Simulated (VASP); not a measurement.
# CaMg (P-6m2) in VASP: a series of runs

One crystal, CaMg, is run at these levels: LDA; tasks: single point.

Program: VASP 6.6.1. These are calculated values, not measurements. Logs are shortened: lines on timing, memory, paths and dates and some standing lists are left out, and cuts for length are marked.

## 1. Starting point

Symmetry: P-6m2, No. 187, hexagonal system. Conventional cell: a = 3.951 Å, b = 3.951 Å, c = 4.845 Å, α = 90.00°, β = 90.00°, γ = 120.00°. Around Ca (site symmetry -6m2) lie 6 Mg at 3.33 Å. Around Mg (site symmetry -6m2) lie 6 Ca at 3.33 Å.

The cell comes from a database or a generator and needn't be the stable form of this composition.

## 2. Single point, LDA

The input, INCAR:

```
SYSTEM = CaMg
ALGO = Fast
EDIFF = 1E-6
ENCUT = 520
GGA = CA
ISIF = 2
ISMEAR = 0
LASPH = .TRUE.
LCHARG = .TRUE.
LELF = .TRUE.
LREAL = .FALSE.
LVHAR = .TRUE.
LWAVE = .FALSE.
NBANDS = 13
NELM = 60
PREC = Accurate
SIGMA = 0.15
```

The input, KPOINTS:

```
k-points
0
G
  18 18 10
  0 0 0
```

The input, POSCAR:

```
CaMg
1.0
    3.9513609189      0.0000000000      0.0000000000
   -1.9756804595      3.4219789353      0.0000000000
    0.0000000000      0.0000000000      4.8451495396
Ca Mg
1 1
Direct
    0.0000000000      0.0000000000      0.5000000000
    0.6666666667      0.3333333333      0.0000000000
```

Potentials or basis: VASP PAW LDA potentials, release 64 (Ca_sv, Mg).

Command:

```
$ cat potpaw_LDA.64/Ca_sv/POTCAR potpaw_LDA.64/Mg/POTCAR > POTCAR
$ mpirun -np 1 vasp_std > vasp.out
```

OUTCAR:

```text
SYSTEM = CaMg
   EDIFF = 1E-6
   ENCUT = 520
   GGA = CA
   ISIF = 2
   ISMEAR = 0
   LASPH = .TRUE.
   LREAL = .FALSE.
   NELM = 60
   PREC = Accurate

 ion  position               nearest neighbor table
   1  0.000  0.000  0.500-   2 3.33   2 3.33   2 3.33   2 3.33   2 3.33   2 3.33
   2  0.667  0.333  0.000-   1 3.33   1 3.33   1 3.33   1 3.33   1 3.33   1 3.33

  LATTYP: Found a hexagonal cell.
 ALAT       =     3.9513609189
 C/A-ratio  =     1.2261976668

  Lattice vectors:

 A1 = (   3.9513609189,   0.0000000000,   0.0000000000)
 A2 = (  -1.9756804595,   3.4219789353,   0.0000000000)
 A3 = (   0.0000000000,   0.0000000000,   4.8451495396)

Analysis of symmetry for initial positions (statically):
=====================================================================
 Subroutine PRICEL returns:
 Original cell was already a primitive cell.

 Routine SETGRP: Setting up the symmetry group for a
 hexagonal supercell.

 Subroutine GETGRP returns: Found 12 space group operations
 (whereof 12 operations were pure point group operations)
 out of a pool of 24 trial point group operations.

The static configuration has the point symmetry D_3h.

Analysis of symmetry for dynamics (positions and initial velocities):
=====================================================================
 Subroutine PRICEL returns:
 Original cell was already a primitive cell.

 Routine SETGRP: Setting up the symmetry group for a
 hexagonal supercell.

 Subroutine GETGRP returns: Found 12 space group operations
 (whereof 12 operations were pure point group operations)
 out of a pool of 24 trial point group operations.

The dynamic configuration has the point symmetry D_3h.

 Subroutine INISYM returns: Found 12 space group operations
 (whereof 12 operations are pure point group operations),
 and found     1 'primitive' translations

----------------------------------------------------------------------------------------

                                     Primitive cell

  volume of cell :      65.5136

  direct lattice vectors                    reciprocal lattice vectors
     3.951360919  0.000000000  0.000000000     0.253077363  0.146114283  0.000000000
    -1.975680459  3.421978935  0.000000000     0.000000000  0.292228567  0.000000000
     0.000000000  0.000000000  4.845149540     0.000000000  0.000000000  0.206391979

  length of vectors
     3.951360919  3.951360919  4.845149540     0.292228567  0.292228567  0.206391979

  position of ions in fractional coordinates (direct lattice)
     0.000000000  0.000000000  0.500000000
     0.666666667  0.333333333  0.000000000

  ion indices of the primitive-cell ions
   primitive index   ion index
                 1           1
                 2           2

----------------------------------------------------------------------------------------

 KPOINTS: k-points

Automatic generation of k-mesh.
 Grid dimensions read from file:
 generate k-points for:   18   18   10

 Generating k-lattice:

  Cartesian coordinates                     Fractional coordinates (reciprocal lattice)
     0.014059853  0.008117460  0.000000000     0.055555556 -0.000000000  0.000000000
     0.000000000  0.016234920  0.000000000     0.000000000  0.055555556  0.000000000
     0.000000000  0.000000000  0.020639198     0.000000000  0.000000000  0.100000000

  Length of vectors
     0.016234920  0.016234920  0.020639198

  Shift w.r.t. Gamma in fractional coordinates (k-lattice)
     0.000000000  0.000000000  0.000000000

 Subroutine IBZKPT returns following result:
 ===========================================

 Found    222 irreducible k-points:

 Following reciprocal coordinates:
            Coordinates               Weight
  0.000000  0.000000  0.000000      1.000000
  0.055556  0.000000  0.000000      6.000000
  0.111111  0.000000  0.000000      6.000000
  0.166667  0.000000  0.000000      6.000000
  0.222222  0.000000  0.000000      6.000000
  0.277778  0.000000  0.000000      6.000000
[... 16 lines left out ...]
  0.333333  0.111111  0.000000     12.000000
  0.388889  0.111111  0.000000     12.000000
 [... further k-points ...]
   k-points           NKPTS =    222   k-points in BZ     NKDIM =    222   number of bands    NBANDS=     13
   number of dos      NEDOS =    301   number of ions     NIONS =      2
   total plane-waves  NPLWV =  32400
   dimension x,y,z NGX =    30 NGY =   30 NGZ =   36
   dimension x,y,z NGXF=    60 NGYF=   60 NGZF=   72
   ions per type =               1   1
   NGX,Y,Z   is equivalent  to a cutoff of  12.62, 12.62, 12.35 a.u.
   NGXF,Y,Z  is equivalent  to a cutoff of  25.24, 25.24, 24.70 a.u.
 SYSTEM =  CaMg
   PREC   = accura    normal or accurate (medium, high low for compatibility)
   ISTART =      0    job   : 0-new  1-cont  2-samecut
   ICHARG =      2    charge: 1-file 2-atom 10-const
   ISPIN  =      1    spin polarized calculation?
   LNONCOLLINEAR =      F non collinear calculations
   LSORBIT =      F    spin-orbit coupling
   LASPH  =      T    aspherical Exc in radial PAW
   ENCUT  =  520.0 eV  38.22 Ry    6.18 a.u.   7.35  7.35  9.01*2*pi/ulx,y,z
   NELM   =     60;   NELMIN=  2; NELMDL= -5     # of ELM steps
   EDIFF  = 0.1E-05   stopping-criterion for ELM
   LREAL  =      F    real-space projection
   EDIFFG = 0.1E-04   stopping-criterion for IOM
   NSW    =      0    number of steps for IOM
   IBRION =     -1    ionic relax: 0-MD 1-quasi-New 2-CG
   NFREE  =      0    steps in history (QN), initial steepest desc. (CG)
   ISIF   =      2    stress and relaxation
   ISYM   =      2    0-nonsym 1-usesym 2-fastsym
   POTIM  = 0.5000    time-step for ionic-motion
   TEBEG  =    0.0;   TEEND  =   0.0 temperature during run
   PSTRESS=    0.0 pullay stress
   NELECT =      12.0000    total number of electrons
   NUPDOWN=      -1.0000    fix difference up-down
   EMIN   =  10.00;   EMAX   =-10.00  energy-range for DOS
   EFERMI =   0.00;   METHOD = LEGACY
   ISMEAR =     0;   SIGMA  =   0.15  broadening in eV -4-tet -1-fermi 0-gaus
   EFERMI_NEDOS =   21; number of points for ismear=-14 and -15
   IALGO  =     68    algorithm
   IMIX   =      4    mixing-type and parameters
     AMIX     =   0.40;   BMIX     =  1.00
     AMIX_MAG =   1.60;   BMIX_MAG =  1.00
  volume/ion in A,a.u.               =      32.76       221.05
  Fermi-wavevector in a.u.,A,eV,Ry     =   0.929733  1.756940 11.760919  0.864403
  Thomas-Fermi vector in A             =   2.056047
   LORBIT       =      0    0 simple, 1 ext, 2 COOP (PROOUT), +10 PAW based schemes
   GGA     = CA    functional components
   LHFCALC =     F    Hartree Fock is set to
   AEXX    =    0.0000 exact exchange contribution
   IVDW    =     0    specifies the selected vdW correction
   LEPSILON=     F    determine dielectric tensor
   LRPA    =     F    only Hartree local field effects (RPA)
 non-spin polarized calculation
 RMM-DIIS sequential band-by-band and
 Gauss-broadening in eV      SIGMA  =   0.15
  energy-cutoff  :      520.00
  volume of cell :       65.51
 maximum number of plane-waves:      1800
 NGX is ok and might be reduce to    30
   NGX = 15   NGY = 15   NGZ = 19

 number of electron      11.9999999 magnetization

 Free energy of the ion-electron system (eV)
  ---------------------------------------------------
  ext. energy  EPLUGINS =         0.00000000
  ---------------------------------------------------
  free energy    TOTEN  =        -3.85640083 eV

  energy without entropy =       -3.83813169  energy(sigma->0) =       -3.84726626

 E-fermi :   1.8857     XC(G=0):  -8.1980

 val. band max:        1.8806306199   @ k =   0.2778   0.2778   0.1000
 cond. band min:       1.8865215804   @ k =   0.3889   0.2222   0.4000
 fundamental gap:      0.0058909605
 Fermi energy:         1.8857257900

 k-point     1 :       0.0000    0.0000    0.0000
  band No.  band energies     occupation
      1     -39.3512      2.00000
      2     -20.6825      2.00000
      3     -20.5955      2.00000
      4     -20.5955      2.00000
      5      -3.2172      2.00000
      6       2.0225      0.19733
      7       3.0015      0.00000
      8       4.1457      0.00000
      9       4.1457      0.00000
     10       5.2873      0.00000
     11       5.2873      0.00000
     12       7.7936      0.00000
     13       9.0568      0.00000

 k-point     2 :       0.0556    0.0000    0.0000
  band No.  band energies     occupation
      1     -39.3509      2.00000
      2     -20.6821      2.00000
      3     -20.5987      2.00000
      4     -20.5963      2.00000
      5      -3.1747      2.00000
      6       2.0563      0.10780
      7       2.9872      0.00000
      8       4.0643      0.00000
      9       4.1764      0.00000
     10       5.2722      0.00000
     11       5.3258      0.00000
     12       7.6998      0.00000
     13       8.7364      0.00000

 k-point     3 :       0.1111    0.0000    0.0000
  band No.  band energies     occupation
      1     -39.3502      2.00000
      2     -20.6808      2.00000
      3     -20.6078      2.00000
      4     -20.5984      2.00000
      5      -3.0478      2.00000
      6       2.1532      0.01169
      7       2.9489      0.00000
      8       3.8369      0.00000
      9       4.2674      0.00000
     10       5.2293      0.00000
     11       5.4344      0.00000
     12       7.3308      0.00000
     13       8.3286      0.00000

 k-point     4 :       0.1667    0.0000    0.0000
  band No.  band energies     occupation
      1     -39.3490      2.00000
      2     -20.6788      2.00000
      3     -20.6217      2.00000
      4     -20.6018      2.00000
      5      -2.8386      2.00000
      6       2.2963      0.00011
      7       2.8975      0.00000
      8       3.5001      0.00000
      9       4.4148      0.00000
     10       5.1652      0.00000
     11       5.5947      0.00000
     12       6.7276      0.00000
     13       8.0970      0.00000

 k-point     5 :       0.2222    0.0000    0.0000
  band No.  band energies     occupation
      1     -39.3476      2.00000
      2     -20.6764      2.00000
      3     -20.6388      2.00000
      4     -20.6058      2.00000
      5      -2.5504      2.00000
      6       2.4401      0.00000
      7       2.8441      0.00000
      8       3.0985      0.00000
      9       4.6122      0.00000
     10       5.0891      0.00000
     11       5.7829      0.00000
     12       6.1502      0.00000
     13       7.6254      0.00000
[... 257 lines left out ...]
 k-point    22 :       0.2778    0.1111    0.0000
  band No.  band energies     occupation
      1     -39.3443      2.00000
      2     -20.6733      2.00000
      3     -20.6708      2.00000
      4     -20.6203      2.00000
      5      -1.6402      2.00000
      6       1.9050      0.85565
      7       2.7891      0.00000
      8       2.7929      0.00000
      9       4.7112      0.00000
     10       4.7430      0.00000
     11       5.9180      0.00000
     12       6.4204      0.00000
     13       6.4343      0.00000

 k-point    23 :       0.3333    0.1111    0.0000
  band No.  band energies     occupation
      1     -39.3432      2.00000
      2     -20.6851      2.00000
      3     -20.6690      2.00000
      4     -20.6244      2.00000
      5      -1.1557      2.00000
      6       1.3353      2.00000
      7       2.7398      0.00000
      8       2.7871      0.00000
      9       4.6066      0.00000
     10       4.9766      0.00000
     11       5.9912      0.00000
     12       6.3008      0.00000
     13       6.6093      0.00000

 k-point    24 :       0.3889    0.1111    0.0000
  band No.  band energies     occupation
      1     -39.3425      2.00000
      2     -20.6928      2.00000
      3     -20.6678      2.00000
      4     -20.6272      2.00000
      5      -0.6409      2.00000
      6       0.7490      2.00000
      7       2.6882      0.00000
      8       2.7870      0.00000
      9       4.5366      0.00000
     10       5.2728      0.00000
     11       5.9191      0.00000
     12       6.3389      0.00000
     13       6.7337      0.00000

 [... further k-points ...]

------------------------ aborting loop because EDIFF is reached ----------------------------------------

  FORCE on cell =-STRESS in cart. coord.  units (eV):
  Direction    XX          YY          ZZ          XY          YZ          ZX
  --------------------------------------------------------------------------------------
  -------------------------------------------------------------------------------------
  Total       -0.7629001     -0.7629001      0.3793132      0.0000000      0.0000000      0.0000000
  in kB      -18.6572245    -18.6572245      9.2763549      0.0000000      0.0000000      0.0000000
  external PRESSURE =      -9.3460313 kB  Pullay stress =       0.0000000 kB

 VOLUME and BASIS-vectors are now :
 -----------------------------------------------------------------------------
  energy-cutoff  :      520.00
  volume of cell :       65.51
      direct lattice vectors                 reciprocal lattice vectors
     3.951360919  0.000000000  0.000000000     0.253077363  0.146114283  0.000000000
    -1.975680459  3.421978935  0.000000000     0.000000000  0.292228567  0.000000000
     0.000000000  0.000000000  4.845149540     0.000000000  0.000000000  0.206391979

 POSITION                                       TOTAL-FORCE (eV/Angst)
 -----------------------------------------------------------------------------------
      0.00000      0.00000      2.42257         0.000000     -0.000000      0.000000
      1.97568      1.14066      0.00000        -0.000000      0.000000      0.000000
 -----------------------------------------------------------------------------------
    total drift:                                0.000000     -0.000000     -0.000000

  FREE ENERGIE OF THE ION-ELECTRON SYSTEM (eV)
  ---------------------------------------------------
  free  energy   TOTEN  =        -3.8564008283 eV

  energy  without entropy=       -3.8381316857  energy(sigma->0) =       -3.84726626
```

It took 77 s on 1 thread of AMD EPYC 9R45 (Zen 5), shared host; peak memory 0.3 GiB.

Results:

- Free energy: -3.8564 eV
- Pressure: -0.9 GPa
- Band gap on the k mesh: none (metal or under the smearing width)

(Continued in part 2 of 2.)
